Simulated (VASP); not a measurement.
Level of theory: r2SCAN meta-GGA, VASP's PBE PAW potentials (set 64) (plane waves; VASP 6.6.1).

VASP input:

File KPOINTS:
```
K-points
0
G
3 5 1
```

**INCAR**
```
! general
SYSTEM  = InSb(110) slab
PREC    = Normal
ENCUT   = 400   ! plane-wave cut-off (eV)
LREAL   = .FALSE.
LASPH   = .TRUE.   ! aspherical one-centre terms

! electronic loop
EDIFF   = 1E-6
NELM    = 100   ! most electronic steps
NELMIN  = 4
ALGO    = Normal
LMAXMIX = 4   ! l cut-off of mixed one-centre charges
LMIXTAU = .TRUE.

! smearing
ISMEAR  = 0
SIGMA   = 0.05   ! width (eV)

! functional
METAGGA = R2SCAN

! output
LWAVE   = .FALSE.
LCHARG  = .FALSE.
LORBIT  = 11
LVHAR   = .TRUE.

! other
LDIPOL  = .TRUE.
IDIPOL  = 3
DIPOL   = 0.5 0.5 0.5
```

File POSCAR:
```
InSb(110) slab
1
    6.5584580474     0.0000000000     0.0000000000
    0.0000000000     4.6375302181     0.0000000000
    0.0000000000     0.0000000000    24.4566762866
In Sb
4 4
Direct
  0.9515627321   0.0000000000   0.6195359023
  0.5284314236   0.5000000000   0.5532639054
  0.0284314236   0.0000000000   0.4467360946
  0.4515627321   0.5000000000   0.3804640977
  0.2761907633   0.0000000000   0.5442498567
  0.7438150810   0.5000000000   0.6546549440
  0.2438150810   0.0000000000   0.3453450560
  0.7761907633   0.5000000000   0.4557501433
```

POTCAR, in this order: In_d Sb (PBE.64 set). Program: vasp_std. Read from the step before: WAVECAR.

Task: Predict the energy per atom (σ→0).

Result: 
| Property | Value |
|---|---|
| energy per atom (σ→0) | -2332.1 kJ/mol of atoms |

File OSZICAR:
```
       N       E                     dE             d eps       ncg     rms          rms(c)
DAV:   1    -0.193362791485E+03   -0.19336E+03   -0.32865E-06   388   0.140E-02    0.611E-04
DAV:   2    -0.193362792447E+03   -0.96175E-06   -0.26168E-07   343   0.678E-03    0.331E-04
DAV:   3    -0.193362792730E+03   -0.28336E-06   -0.22740E-07   316   0.417E-03    0.312E-04
DAV:   4    -0.193362793802E+03   -0.10716E-05   -0.98736E-08   300   0.283E-03    0.292E-04
DAV:   5    -0.193362793966E+03   -0.16484E-06   -0.43674E-08   273   0.181E-03
   1 F= -.19336279E+03 E0= -.19336279E+03  d E =-.792252E-14
```

The cell is a thin slab with vacuum, built from InSb (zinc blende): (110) face.
